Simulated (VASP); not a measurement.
These are PBE GGA with D4 dispersion, VASP's PBE PAW potentials (set 64) (plane waves; VASP 6.6.1) values and carry that method's errors.

VASP ran on this input.

File POSCAR:
```
NaCl
1.0
  0.0000000000   2.8184301444   2.8184301444
  2.8184301444   0.0000000000   2.8184301444
  2.8184301444   2.8184301444   0.0000000000
Na Cl
1 1
Direct
  0.0000000000   0.0000000000   0.0000000000
  0.5000000000   0.5000000000   0.5000000000
```

**INCAR**
```
SYSTEM  =  NaCl
PREC  =  Accurate; ENCUT  =  520; LREAL  =  F
LASPH  =  T
EDIFF  =  1E-7; NELM  =  100; ALGO  =  Normal
ISMEAR  =  -5
GGA  =  PE; IVDW  =  13
ISIF  =  2
LWAVE  =  F; LCHARG  =  T; LORBIT  =  11
NEDOS  =  601
```

### KPOINTS
```
Automatic mesh
0
gamma
  9 9 9
0 0 0
```

POTCAR, in this order: Na_pv Cl (PBE.64 set). Program: vasp_std.

The resulting files:

**OUTCAR**
```
 ion  position               nearest neighbor table
   1  0.000  0.000  0.000-
   2  0.500  0.500  0.500-
  LATTYP: Found a face centered cubic cell.
 ALAT       =     5.6368602888
 Subroutine PRICEL returns:
 Original cell was already a primitive cell.
 Subroutine GETGRP returns: Found 48 space group operations
The static configuration has the point symmetry O_h .
The dynamic configuration has the point symmetry O_h .
 Subroutine INISYM returns: Found 48 space group operations
 Subroutine IBZKPT returns following result:
 Found     35 irreducible k-points:

 Following reciprocal coordinates:
            Coordinates               Weight
  0.000000  0.000000  0.000000      1.000000
  0.111111  0.000000  0.000000      8.000000
  0.222222  0.000000  0.000000      8.000000
  0.333333  0.000000  0.000000      8.000000
  0.444444  0.000000  0.000000      8.000000
  0.111111  0.111111  0.000000      6.000000
  0.222222  0.111111  0.000000     24.000000
  0.333333  0.111111  0.000000     24.000000
  0.444444  0.111111  0.000000     24.000000
 -0.444444  0.111111  0.000000     24.000000
 -0.333333  0.111111  0.000000     24.000000
 -0.222222  0.111111  0.000000     24.000000
 -0.111111  0.111111  0.000000     12.000000
  0.222222  0.222222  0.000000      6.000000
  0.333333  0.222222  0.000000     24.000000
  0.444444  0.222222  0.000000     24.000000
 -0.444444  0.222222  0.000000     24.000000
 -0.333333  0.222222  0.000000     24.000000
 -0.222222  0.222222  0.000000     12.000000
  0.333333  0.333333  0.000000      6.000000
  0.444444  0.333333  0.000000     24.000000
 -0.444444  0.333333  0.000000     24.000000
 -0.333333  0.333333  0.000000     12.000000
  0.444444  0.444444  0.000000      6.000000
...
```

### OSZICAR
```
       N       E                     dE             d eps       ncg     rms          rms(c)
DAV:   1     0.995544780486E+02    0.99554E+02   -0.75155E+03   770   0.128E+03
DAV:   2     0.193158957630E+01   -0.97623E+02   -0.90861E+02   873   0.288E+02
DAV:   3    -0.679177943422E+01   -0.87234E+01   -0.86736E+01   940   0.859E+01
DAV:   4    -0.696774485912E+01   -0.17597E+00   -0.17580E+00   881   0.133E+01
DAV:   5    -0.697201563391E+01   -0.42708E-02   -0.42702E-02  1003   0.202E+00    0.215E+00
DAV:   6    -0.678023261466E+01    0.19178E+00   -0.38609E-01   884   0.418E+00    0.162E+00
DAV:   7    -0.676856011211E+01    0.11673E-01   -0.91843E-02   919   0.206E+00    0.108E+00
DAV:   8    -0.677423920764E+01   -0.56791E-02   -0.96169E-03   809   0.106E+00    0.248E-01
DAV:   9    -0.677417945815E+01    0.59749E-04   -0.19702E-04   958   0.139E-01    0.133E-01
DAV:  10    -0.677432232733E+01   -0.14287E-03   -0.30886E-04   809   0.161E-01    0.482E-02
DAV:  11    -0.677431495615E+01    0.73712E-05   -0.18750E-05   905   0.446E-02    0.888E-03
DAV:  12    -0.677431537254E+01   -0.41640E-06   -0.15400E-06   830   0.139E-02    0.138E-03
DAV:  13    -0.677431579516E+01   -0.42262E-06   -0.25542E-07   827   0.391E-03    0.239E-03
DAV:  14    -0.677431563312E+01    0.16204E-06   -0.38365E-08   517   0.125E-03    0.341E-04
DAV:  15    -0.677431563402E+01   -0.89403E-09   -0.20012E-09   430   0.552E-04
   1 F= -.69699218E+01 E0= -.69699218E+01  d E =0.000000E+00
```

**OUTCAR**
```
------------------------ aborting loop because EDIFF is reached ----------------------------------------
  Edisp (eV):   -0.19561
  FORCE on cell =-STRESS in cart. coord.  units (eV):
  Direction    XX          YY          ZZ          XY          YZ          ZX
  --------------------------------------------------------------------------------------
  Total      -0.01114    -0.01114    -0.01114     0.00000    -0.00000     0.00000
  in kB      -0.39857    -0.39857    -0.39857     0.00000    -0.00000     0.00000
  external pressure =       -0.40 kB  Pullay stress =        0.00 kB
  volume of cell :       44.78
      direct lattice vectors                 reciprocal lattice vectors
     0.000000000  2.818430144  2.818430144    -0.177403723  0.177403723  0.177403723
     2.818430144  0.000000000  2.818430144     0.177403723 -0.177403723  0.177403723
     2.818430144  2.818430144  0.000000000     0.177403723  0.177403723 -0.177403723
  FREE ENERGIE OF THE ION-ELECTRON SYSTEM (eV)
  ---------------------------------------------------
  free  energy   TOTEN  =        -6.9699217996 eV

  energy  without entropy=       -6.9699217996  energy(sigma->0) =       -6.96992180

 total charge

# of ion       s       p       d       tot
------------------------------------------
    1        0.043   5.979   0.000   6.021
    2        1.588   3.586   0.000   5.174
--------------------------------------------------
tot          1.630   9.565   0.000  11.195
```
(Selected blocks of OUTCAR.)

The compound is NaCl in the rock salt structure. It was relaxed first.
